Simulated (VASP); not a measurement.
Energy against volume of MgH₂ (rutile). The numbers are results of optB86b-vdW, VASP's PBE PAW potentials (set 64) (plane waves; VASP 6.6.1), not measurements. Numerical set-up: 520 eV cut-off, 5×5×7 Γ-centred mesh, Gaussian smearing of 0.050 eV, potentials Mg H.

Shape and ions are relaxed at each volume.

```
V (Å³/atom)  E (eV/atom)
-----------  -----------
9.771           -2.50001
10.073          -2.50202
10.375          -2.50114
10.678          -2.49773
```

### Question
Fit these four points and predict the energy of the run at 9.469 Å³/atom.

### Answer
A cubic in V^(−2/3), the third-order Birch-Murnaghan form, passes through the four points with V0 = 10.13 Å³/atom and B0 = 50 GPa, and gives -2.4947 eV/atom there. The run gave -2.4947 eV/atom, -0.0 meV/atom from the fit; all five points give B0 = 50 GPa.

The compound is MgH2 in the rutile structure. It was relaxed first.
